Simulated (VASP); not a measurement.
Consider the following.

```
GaP
1.0
    3.79921     0.00000     0.00000
   -1.89961     3.29021     0.00000
    0.00000     0.00000     6.25956
Ga P
2 2
Direct
  0.66667   0.33333   0.50004
  0.33333   0.66667   0.00004
  0.66667   0.33333   0.87396
  0.33333   0.66667   0.37396
```

Method: LDA (Ceperley-Alder, Perdew-Zunger), VASP's LDA PAW potentials (set 64) (plane waves; VASP 6.6.1). Settings: 400 eV cut-off, 8×8×4 Γ-centred mesh, tetrahedra with Blöchl corrections, potentials Ga_d P.

Task: Predict the energy per atom (σ→0).

Result: 
```
Item                            Value
---------------------  --------------
energy per atom (σ→0)  -5217 meV/atom
```

Total energies compare only between runs with the same potentials, cut-off and functional.

The structure comes from a computed database's GaP entry (P6_3mc); how it stands against other phases isn't given here. It was relaxed first.
